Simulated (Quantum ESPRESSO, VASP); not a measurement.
# One structure in several programs: CeO2 (Fm-3m, 3 atoms in the cell)

Self-consistent single point.

```
CeO2
1.0
    0.00000     2.71284     2.71284
    2.71284     0.00000     2.71284
    2.71284     2.71284     0.00000
Ce O
1 2
Direct
  0.00000   0.00000   0.00000
  0.25000   0.25000   0.25000
  0.75000   0.75000   0.75000
```

Shared settings, as Quantum ESPRESSO writes them: occupations = smearing; smearing = fd; degauss = 0.0036749 Ry; K_POINTS = automatic 6 6 6 0 0 0. Potentials and cutoffs stand in the table.

```json
[
 {"code": "Quantum ESPRESSO", "model": "PBE, SSSP 1.1.2 efficiency (PBE) pseudopotentials", "pressure (GPa)": "4.41", "cutoff": "55 Ry"},
 {"code": "VASP", "model": "PBE, VASP's PBE PAW potentials (set 64)", "pressure (GPa)": "-1.29", "cutoff": "400 eV"}
]
```

On Quantum ESPRESSO's run: spin-orbit coupling is off. The f electrons are in the valence without U or exact exchange, which can misplace them near the Fermi level. Spin-orbit terms, which matter for f shells, are left out.

The spread over the programs that give each value: pressure within 5.70 GPa.

On the base mesh (9 9 9 0 0 0) the same programs gave: Quantum ESPRESSO pressure 4.41 GPa, gap on the mesh 1.994 eV; VASP pressure -1.21 GPa.

VASP's run is marked for a possible Pulay error in its stress at this cutoff; no cutoff test was made.

The starting cell has typed, rounded lattice constants, without a prior relaxation at this level. Its lattice was rescaled by a random factor within 2.5 % of one.

Left out of this page: Ansatz (with a known weakness of the program); CP2K (on another mesh); FLEUR (not drawn, or without a comparable value).
